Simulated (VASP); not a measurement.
# Hg3Pt (I4/mmm) in VASP: reference runs, part 2 of 2

VASP 6.6.1. Earlier steps stand in the parts before.

### Step 7. Equation of state, PBE, 20.88 Å³/atom (volume scaled by 1.02)

The input, INCAR:

```
SYSTEM = Hg3Pt
PREC     = Accurate       ! precision mode
ENCUT    = 520            ! plane-wave cutoff, eV
EDIFF    = 1E-7           ! SCF threshold, eV
ISMEAR   = -1             ! smearing method
SIGMA    = 0.05           ! smearing width, eV
LREAL    = .FALSE.        ! projectors in reciprocal space
LASPH    = .TRUE.         ! aspherical terms in the spheres
NELM     = 60             ! most SCF steps
ALGO     = Normal         ! electronic algorithm
ISIF     = 2              ! what is computed and relaxed
LWAVE    = .FALSE.        ! write WAVECAR
LCHARG   = .FALSE.        ! write CHGCAR
GGA      = PE             ! functional
NBANDS   = 31             ! bands
```

The input, KPOINTS:

```
Automatic mesh
0
G
  9 9 9
  0 0 0
```

The input, POSCAR:

```
Hg3Pt
1.0
   -2.1161051475      2.1161051475      4.6632119140
    2.1161051475     -2.1161051475      4.6632119140
    2.1161051475      2.1161051475     -4.6632119140
Hg Pt
3 1
Direct
    0.5000000000      0.5000000000      0.0000000000
    0.2500000000      0.7500000000      0.5000000000
    0.7500000000      0.2500000000      0.5000000000
    0.0000000000      0.0000000000      0.0000000000
```

Launch:

```
> cat potpaw_PBE.64/Hg/POTCAR potpaw_PBE.64/Pt/POTCAR > POTCAR
> mpirun -np 1 vasp_std > vasp.out
```

Wall time 2.3 min (1 thread of Intel Xeon 6975P-C (Granite Rapids), shared host); peak memory 0.36 GiB.

The run converged. Its results:

```
Free energy            : -5.8896 eV
Pressure               : -1.9 GPa
Band gap on the k mesh : none (metal or under the smearing width)
```

### Step 8. Equation of state, PBE, 21.29 Å³/atom (volume scaled by 1.04)

The input, INCAR:

```
PREC = Accurate
ENCUT = 520
EDIFF = 1E-7
ISMEAR = -1
SIGMA = 0.05
LREAL = False
LASPH = True
NELM = 60
ALGO = Normal
ISIF = 2
LWAVE = False
LCHARG = False
GGA = PE
NBANDS = 31
```

The input, KPOINTS:

```
regular mesh
0
Gamma
  9 9 9
```

The input, POSCAR:

```
Hg3Pt
1.0
   -2.1298464750      2.1298464750      4.6934933593
    2.1298464750     -2.1298464750      4.6934933593
    2.1298464750      2.1298464750     -4.6934933593
Hg Pt
3 1
Direct
    0.5000000000      0.5000000000      0.0000000000
    0.2500000000      0.7500000000      0.5000000000
    0.7500000000      0.2500000000      0.5000000000
    0.0000000000      0.0000000000      0.0000000000
```

Potentials or basis: VASP PAW PBE potentials, release 64 (Hg, Pt).

Launch:

```
> cat potpaw_PBE.64/Hg/POTCAR potpaw_PBE.64/Pt/POTCAR > POTCAR
> mpirun -np 1 vasp_std > vasp.out
```

OUTCAR:

```text
PREC = Accurate
   ENCUT = 520
   EDIFF = 1E-7
   ISMEAR = -1
   LREAL = False
   LASPH = True
   NELM = 60
   ISIF = 2
   GGA = PE

 Found     75 irreducible k-points:

 Following reciprocal coordinates:
            Coordinates               Weight
  0.000000  0.000000  0.000000      1.000000
  0.111111 -0.000000  0.000000      8.000000
  0.222222  0.000000 -0.000000      8.000000
  0.333333 -0.000000  0.000000      8.000000
  0.444444  0.000000 -0.000000      8.000000
  0.111111  0.111111  0.000000      8.000000
   k-points           NKPTS =     75   k-points in BZ     NKDIM =     75   number of bands    NBANDS=     31
   number of dos      NEDOS =    301   number of ions     NIONS =      4
   total plane-waves  NPLWV =  74088
   dimension x,y,z NGX =    42 NGY =   42 NGZ =   42
   dimension x,y,z NGXF=    84 NGYF=   84 NGZF=   84
   ions per type =               3   1
   NGX,Y,Z   is equivalent  to a cutoff of  12.52, 12.52, 12.52 a.u.
   NGXF,Y,Z  is equivalent  to a cutoff of  25.04, 25.04, 25.04 a.u.
 SYSTEM =  unknown system
   PREC   = accura    normal or accurate (medium, high low for compatibility)
   ISTART =      0    job   : 0-new  1-cont  2-samecut
   ICHARG =      2    charge: 1-file 2-atom 10-const
   ISPIN  =      1    spin polarized calculation?
   LNONCOLLINEAR =      F non collinear calculations
   LSORBIT =      F    spin-orbit coupling
   LASPH  =      T    aspherical Exc in radial PAW
   ENCUT  =  520.0 eV  38.22 Ry    6.18 a.u.  10.37 10.37 10.37*2*pi/ulx,y,z
   NELM   =     60;   NELMIN=  2; NELMDL= -5     # of ELM steps
   EDIFF  = 0.1E-06   stopping-criterion for ELM
   LREAL  =      F    real-space projection
[... 7 lines left out ...]
   TEBEG  =    0.0;   TEEND  =   0.0 temperature during run
   PSTRESS=    0.0 pullay stress
   NELECT =      46.0000    total number of electrons
   NUPDOWN=      -1.0000    fix difference up-down
   EMIN   =  10.00;   EMAX   =-10.00  energy-range for DOS
   EFERMI =   0.00;   METHOD = LEGACY
   ISMEAR =    -1;   SIGMA  =   0.05  broadening in eV -4-tet -1-fermi 0-gaus
   EFERMI_NEDOS =   21; number of points for ismear=-14 and -15
   IALGO  =     38    algorithm
   IMIX   =      4    mixing-type and parameters
     AMIX     =   0.40;   BMIX     =  1.00
     AMIX_MAG =   1.60;   BMIX_MAG =  1.00
  volume/ion in A,a.u.               =      21.29       143.68
  Fermi-wavevector in a.u.,A,eV,Ry     =   1.333245  2.519467 24.184917  1.777541
  Thomas-Fermi vector in A             =   2.462118
   LORBIT       =      0    0 simple, 1 ext, 2 COOP (PROOUT), +10 PAW based schemes
   GGA     = PE    functional components
   LHFCALC =     F    Hartree Fock is set to
   AEXX    =    0.0000 exact exchange contribution
   IVDW    =     0    specifies the selected vdW correction
   LEPSILON=     F    determine dielectric tensor
   LRPA    =     F    only Hartree local field effects (RPA)
 non-spin polarized calculation
  energy-cutoff  :      520.00
  volume of cell :       85.16
 maximum number of plane-waves:      2310
 NGX is ok and might be reduce to    42
   NGX = 21   NGY = 21   NGZ = 21

 number of electron      46.0000002 magnetization

 Free energy of the ion-electron system (eV)
  ---------------------------------------------------
  ext. energy  EPLUGINS =         0.00000000
  ---------------------------------------------------
  free energy    TOTEN  =        -5.86466246 eV

  energy without entropy =       -5.85320087  energy(sigma->0) =       -5.85893167

 E-fermi :   4.2187     XC(G=0): -11.4616

 val. band max:        4.1801565506   @ k =  -0.4444   0.4444   0.2222
 cond. band min:       4.2217848086   @ k =  -0.3333   0.2222  -0.0000
 fundamental gap:      0.0416282579
 Fermi energy:         4.2186815644

 k-point     1 :       0.0000    0.0000    0.0000
  band No.  band energies     occupation
      1      -5.1461      2.00000
      2      -4.0296      2.00000
      3      -3.8691      2.00000
      4      -3.7556      2.00000
      5      -3.1380      2.00000
      6      -3.1380      2.00000
[... 23 lines left out ...]
     30      10.7297      0.00000
     31      11.5571      0.00000

 k-point     2 :       0.1111   -0.0000    0.0000
  band No.  band energies     occupation
      1      -4.9991      2.00000
      2      -3.9729      2.00000
      3      -3.8101      2.00000
      4      -3.7067      2.00000
      5      -3.2198      2.00000
      6      -3.1927      2.00000
[... 128 lines left out ...]
 k-point     6 :       0.1111    0.1111    0.0000
  band No.  band energies     occupation
      1      -4.8171      2.00000
      2      -3.9235      2.00000
      3      -3.7562      2.00000
      4      -3.6505      2.00000
      5      -3.3449      2.00000
      6      -3.2744      2.00000
[... 23 lines left out ...]
     30      11.8172      0.00000
     31      12.2042      0.00000

 [... further k-points ...]
[... 5 lines left out ...]
  --------------------------------------------------------------------------------------
  -------------------------------------------------------------------------------------
  Total       -1.6908439     -1.6908439     -1.7237130      0.0000000      0.0000000      0.0000000
  in kB      -31.8098265    -31.8098265    -32.4281918      0.0000000      0.0000000      0.0000000
  external PRESSURE =     -32.0159483 kB  Pullay stress =       0.0000000 kB

 VOLUME and BASIS-vectors are now :
 -----------------------------------------------------------------------------
  energy-cutoff  :      520.00
  volume of cell :       85.16
      direct lattice vectors                 reciprocal lattice vectors
    -2.129846475  2.129846475  4.693493359     0.000000000  0.234758705  0.106530459
     2.129846475 -2.129846475  4.693493359     0.234758705  0.000000000  0.106530459
     2.129846475  2.129846475 -4.693493359     0.234758705  0.234758705  0.000000000

 POSITION                                       TOTAL-FORCE (eV/Angst)
 -----------------------------------------------------------------------------------
      0.00000      0.00000      4.69349        -0.000000     -0.000000      0.000000
      2.12985      0.00000      2.34675        -0.000000      0.000000     -0.000000
      0.00000      2.12985      2.34675         0.000000      0.000000     -0.000000
      0.00000      0.00000      0.00000        -0.000000     -0.000000      0.000000
 -----------------------------------------------------------------------------------
    total drift:                               -0.000000      0.000000      0.000000

  FREE ENERGIE OF THE ION-ELECTRON SYSTEM (eV)
  ---------------------------------------------------
  free  energy   TOTEN  =        -5.8646624642 eV

  energy  without entropy=       -5.8532008687  energy(sigma->0) =       -5.85893167
```

stdout:

```text
POSCAR found type information on POSCAR HgPt
 POSCAR found :  2 types and       4 ions
 scaLAPACK will be used
 LDA part: xc-table for (Slater+PW92), standard interpolation
 POSCAR, INCAR and KPOINTS ok, starting setup
 FFT: planning ... GRIDC
 FFT: planning ... GRID_SOFT
 FFT: planning ... GRID
 WAVECAR not read
 entering main loop
```

Run time: 1.9 min. Hardware: 1 thread of Intel Xeon 6975P-C (Granite Rapids), shared host; peak memory 0.36 GiB.

What came out:

```
Free energy            : -5.8647 eV
Pressure               : -3.2 GPa
Band gap on the k mesh : none (metal or under the smearing width)
```

### Step 9. Equation of state, PBE, 21.70 Å³/atom (volume scaled by 1.06)

The input, INCAR:

```
PREC     = Accurate       # precision mode
ENCUT    = 520            # plane-wave cutoff, eV
EDIFF    = 1E-7           # SCF threshold, eV
ISMEAR   = -1             # smearing method
SIGMA    = 0.05           # smearing width, eV
LREAL    = F              # projectors in reciprocal space
LASPH    = T              # aspherical terms in the spheres
NELM     = 100            # most SCF steps
ALGO     = Normal         # electronic algorithm
ISIF     = 2              # what is computed and relaxed
LWAVE    = F              # write WAVECAR
LCHARG   = F              # write CHGCAR
GGA      = PE             # functional
NBANDS   = 31             # bands
```

The input, KPOINTS:

```
Automatic mesh
0
Gamma
  9 9 9
```

The input, POSCAR:

```
Hg3Pt
1.0
   -2.1434127419      2.1434127419      4.7233890275
    2.1434127419     -2.1434127419      4.7233890275
    2.1434127419      2.1434127419     -4.7233890275
Hg Pt
3 1
Direct
    0.5000000000      0.5000000000      0.0000000000
    0.2500000000      0.7500000000      0.5000000000
    0.7500000000      0.2500000000      0.5000000000
    0.0000000000      0.0000000000      0.0000000000
```

Potentials or basis: VASP PAW PBE potentials, release 64 (Hg, Pt).

Launch:

```
> cat potpaw_PBE.64/Hg/POTCAR potpaw_PBE.64/Pt/POTCAR > POTCAR
> mpirun -np 1 vasp_std > vasp.out
```

Run time: 1.8 min. Hardware: 1 thread of Intel Xeon 6975P-C (Granite Rapids), shared host; peak memory 0.36 GiB.

The run converged. Its results:

| Property | Result |
| --- | --- |
| Free energy | -5.8270 eV |
| Pressure | -4.3 GPa |
| Band gap on the k mesh | none (metal or under the smearing width) |

### Step 10. Equation of state, PBE

Potentials or basis: VASP PAW PBE potentials, release 64 (Hg, Pt).

No new run: the results of the series are fitted here.

What came out:

| Quantity | Value |
| --- | --- |
| Equilibrium volume | 20.43 Å³/atom |
| Bulk modulus at fixed shape and positions | 86 GPa |
| Pressure derivative of the bulk modulus | 6.6 |

Energy against volume, from the lowest point:
```
volume (Å³/atom)  energy (meV/atom)
          19.244              21.42
          19.653               8.69
          20.063               1.81
          20.472               0.00
          20.881               2.53
          21.291               8.78
          21.700              18.19
```

Caveat: the cell was scaled at fixed shape and fractional positions, which overstates the stiffness of a crystal with free parameters, most of all of layers and chains. Spin-orbit coupling is left out, which matters for the levels of Hg, Pt.

### Step 11. Summary

```tsv
task	cell	gap on the mesh (eV)	pressure (GPa)
single point	as given	none	-0.3
single point	atoms moved at random, drawn with an rms of 0.05 Å	none	-0.2
equation of state	as given	-	-
```

Alike in all rows: level PBE; potentials or basis VASP PAW PBE potentials, release 64 (Hg, Pt); no spin polarisation; k mesh 9 × 9 × 9; cutoff (eV) 520; smearing fermi-dirac 0.05 eV.

Caveats: the cell was scaled at fixed shape and fractional positions, which overstates the stiffness of a crystal with free parameters, most of all of layers and chains (some runs).

Absolute energies hang on the potentials; compare differences alone.
